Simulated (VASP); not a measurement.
Write the native input for VASP 6.6.1 that does the following.

* Task: single point
* Functional: PBE
* Potentials or basis: VASP PAW PBE potentials, release 64 (Fe)
* Cutoff: 520 eV
* k mesh: 14 × 14 × 1
* Occupations: methfessel-paxton, width 0.1 eV
* Spin: collinear spin, ferromagnetic start
* Starting moments: [2.4, 2.4, 2.4, 2.4] μB
* Dipole correction: yes
* Further INCAR settings: ALGO = Normal; EDIFF = 1e-06; NBANDS = 28; AMIX = 0.2; BMIX = 0.0001

The structure of Fe lies in POSCAR:

```
Fe                                      
1.0
    2.8292640000      0.0000000000      0.0000000000
    0.0000000000      2.8292640000      0.0000000000
    0.0000000000      0.0000000000     19.2438960000
  Fe            
     4
Direct
     0.5000000000000000    0.5000000000000000    0.3881887041301833
     0.0000000000000000    0.0000000000000000    0.4608846633573388
     0.5000000000000000    0.5000000000000000    0.5391153366426612
     1.0000000000000000    0.0000000000000000    0.6118112958698166
```

The slab is cut from a database's or a generator's crystal, which needn't be the stable form of the element.

These files were run (other wordings do the same):

INCAR

```
SYSTEM = Fe
  ALGO = Normal
  AMIX = 0.2
  AMIX_MAG = 0.8
  BMIX = 1E-4
  BMIX_MAG = 1E-4
  DIPOL = 0.5 0.5 0.500
  EDIFF = 1E-6
  ENCUT = 520
  GGA = PE
  ICORELEVEL = 1
  IDIPOL = 3
  ISIF = 2
  ISMEAR = 1
  ISPIN = 2
  KPAR = 2
  LASPH = .True.
  LCHARG = .False.
  LDIPOL = .True.
  LMAXMIX = 4
  LORBIT = 11
  LREAL = .False.
  LVACPOTAV = .True.
  LVHAR = .True.
  LWAVE = .False.
  MAGMOM = 2.4 2.4 2.4 2.4
  NBANDS = 28
  NELM = 150
  PREC = Accurate
  SIGMA = 0.1
```

KPOINTS

```
k-points
0
Gamma
  14 14 1
  0 0 0
```

Potentials or basis: VASP PAW PBE potentials, release 64 (Fe).

Launch:

```sh
$ cat potpaw_PBE.64/Fe/POTCAR > POTCAR
$ mpirun -np 2 vasp_std > vasp.out
```

Results of the run:

| Item | Value |
| --- | --- |
| Largest force | 0.016 eV/Å |
| Band gap on the k mesh | none (metal or under the smearing width) |
| Net moment | 10.99 μB per cell |
| Site moments | Fe +2.94, +2.43 μB |
| Valence electrons inside the program's atomic spheres | Fe 6.94, 7.23 |
| Work function of the upper face | 3.97 eV |
| Work function of the lower face | 3.97 eV |

Run time: 2.2 min on 2 MPI ranks on Intel(R) Xeon(R) Platinum 8488C (Sapphire Rapids), on a shared host, peak memory 0.44 GiB a rank.
